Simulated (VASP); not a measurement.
Output of a VASP run:

### OSZICAR
```
       N       E                     dE             d eps       ncg     rms          rms(c)
DAV:   1     0.812432930511E+01    0.81243E+01   -0.51554E+03   936   0.968E+02
DAV:   2    -0.182203053768E+02   -0.26345E+02   -0.25752E+02  1224   0.165E+02
DAV:   3    -0.184021128544E+02   -0.18181E+00   -0.18181E+00  1088   0.178E+01
DAV:   4    -0.184022620513E+02   -0.14920E-03   -0.14920E-03  1160   0.434E-01
DAV:   5    -0.184022621149E+02   -0.63544E-07   -0.63544E-07  1008   0.759E-03    0.666E+00
DAV:   6    -0.175357672395E+02    0.86649E+00   -0.34448E+00  1112   0.134E+01    0.327E+00
DAV:   7    -0.174651693174E+02    0.70598E-01   -0.90785E-02  1160   0.295E+00    0.191E+00
DAV:   8    -0.174508097506E+02    0.14360E-01   -0.41181E-02  1024   0.185E+00    0.188E-01
DAV:   9    -0.174510156805E+02   -0.20593E-03   -0.57636E-04   920   0.255E-01    0.757E-02
DAV:  10    -0.174510925391E+02   -0.76859E-04   -0.13880E-04  1272   0.118E-01    0.153E-02
DAV:  11    -0.174510973771E+02   -0.48380E-05   -0.81432E-06  1016   0.276E-02    0.704E-03
DAV:  12    -0.174510973612E+02    0.15842E-07   -0.14083E-06   480   0.977E-03
   1 F= -.17451097E+02 E0= -.17451097E+02  d E =-.982465E-15
```

**OUTCAR**
```
------------------------ aborting loop because EDIFF is reached ----------------------------------------
  FORCE on cell =-STRESS in cart. coord.  units (eV):
  Direction    XX          YY          ZZ          XY          YZ          ZX
  --------------------------------------------------------------------------------------
  Total       -0.0146808     -0.0146808     -0.0146808      0.0000000      0.0000000      0.0000000
  in kB       -1.9735021     -1.9735021     -1.9735021      0.0000000      0.0000000      0.0000000
  external PRESSURE =      -1.9735021 kB  Pullay stress =       0.0000000 kB
  volume of cell :       11.92
      direct lattice vectors                 reciprocal lattice vectors
     0.000000000  1.813000000  1.813000000    -0.275785990  0.275785990  0.275785990
     1.813000000  0.000000000  1.813000000     0.275785990 -0.275785990  0.275785990
     1.813000000  1.813000000  0.000000000     0.275785990  0.275785990 -0.275785990
  FREE ENERGIE OF THE ION-ELECTRON SYSTEM (eV)
  ---------------------------------------------------
  free  energy   TOTEN  =       -17.4510973612 eV

  energy  without entropy=      -17.4510973612  energy(sigma->0) =      -17.45109736
```
(Selected blocks of OUTCAR.)

File POSCAR:
```
BN
1
    0.0000000000     1.8130000000     1.8130000000
    1.8130000000     0.0000000000     1.8130000000
    1.8130000000     1.8130000000     0.0000000000
B N
1 1
Direct
  0.0000000000   0.0000000000   0.0000000000
  0.7500000000   0.7500000000   0.7500000000
```

Question: Write an INCAR and KPOINTS that could have produced this output.

Answer: One answer among several that fit: the input of the run itself, PBE GGA, plane waves, VASP's PBE PAW potentials (set 64).

**INCAR**
```
EDIFF=1E-6   # SCF stop (eV)
NELM=100   # most electronic steps
GGA=PE   # PBE
PREC=Accurate
LREAL=F   # projection in real space or not
ALGO=Normal   # blocked Davidson
LWAVE=F
SYSTEM=BN
LCHARG=T
ISMEAR=0   # Gaussian
ENCUT=500
SIGMA=0.05   # width (eV)
LASPH=T   # aspherical one-centre terms
```

### KPOINTS
```
Automatic
0
gamma
 11 11 11
0 0 0
```

POTCAR, in this order: B N (PBE.64 set). Program: vasp_std.

The structure comes from a computed database's BN entry (F-43m); how it stands against other phases isn't given here. The cell was not relaxed at this level.
